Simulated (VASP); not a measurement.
These are r2SCAN meta-GGA, VASP's PBE PAW potentials (set 64) (plane waves; VASP) values and carry that method's errors.

Gaps are without spin-orbit coupling.

Problem. Order these relaxed crystals by band gap, smallest first: Cl, Cmce (64); BaGaH5, Pmn2_1 (31); BaAlGeH, P3m1 (156); CaHI, P4/nmm (129).

Solution. BaAlGeH, P3m1 (156) (1.05 eV), Cl, Cmce (64) (2.69 eV), BaGaH5, Pmn2_1 (31) (3.54 eV), CaHI, P4/nmm (129) (3.85 eV)
